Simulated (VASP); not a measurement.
VASP ran on this input.

**POSCAR**
```
ZrRh
9.6619810
  0.4768632071   0.0000000000   0.0000000000
  0.0000000000   0.3191078375   0.0000000000
  0.0000000000   0.0000000000   0.4999999988
Zr Rh
2 2
Cartesian
  0.3576474053   0.1595539187   0.3831501440
  0.1192158018   0.1595539187   0.1168498548
  0.1192158018   0.0000000000   0.3566030984
  0.3576474053   0.0000000000   0.1433969004
```

### INCAR
```
ALGO = Normal
EDIFF = 1E-7
ENCUT = 400
GGA = PS
ISIF = 2
ISMEAR = -5
LASPH = T
LCHARG = T
LEFG = T
LMAXMIX = 4
LORBIT = 11
LREAL = F
LWAVE = F
NEDOS = 601
NELM = 100
PREC = Accurate
SYSTEM = ZrRh
```

**KPOINTS**
```
Automatic
0
Gamma
 8 11 7
```

POTCAR, in this order: Zr_sv Rh_pv (PBE.64 set). Program: vasp_std.

Problem. Translate this PBEsol calculation to Quantum ESPRESSO's pw.x.

Solution. One equivalent input (not run):
```
&CONTROL
  calculation = 'scf'
  pseudo_dir = './pseudo'
  outdir = './out'
  tprnfor = .true.
  tstress = .true.
/
&SYSTEM
  ibrav = 0
  nat = 4
  ntyp = 2
  ecutwfc = 88
  occupations = 'tetrahedra'
  input_dft = 'pbesol'
/
&ELECTRONS
  conv_thr = 7.3e-09
  electron_maxstep = 100
/
ATOMIC_SPECIES
  Zr 91.224 Zr.upf
  Rh 102.906 Rh.upf
CELL_PARAMETERS angstrom
     4.6074432    0.0000000    0.0000000
     0.0000000    3.0832139    0.0000000
     0.0000000    0.0000000    4.8309905
ATOMIC_POSITIONS crystal
  Zr   0.7500000  0.5000000  0.7663003
  Zr   0.2500000  0.5000000  0.2336997
  Rh   0.2500000  0.0000000  0.7132062
  Rh   0.7500000  0.0000000  0.2867938
K_POINTS automatic
  8 11 7 0 0 0
```
The two are equivalent in intent, not identical: the potentials are each code's own (VASP's PAW set, PseudoDojo norm-conserving files in pw.x), so ENCUT and ecutwfc are chosen apart and not converted; conv_thr bounds pw.x's estimated SCF error, while EDIFF bounds the energy change between steps; the field gradients of LEFG aren't asked of the other code.

The structure comes from a computed database's ZrRh entry (Pmma); how it stands against other phases isn't given here. It was relaxed first.
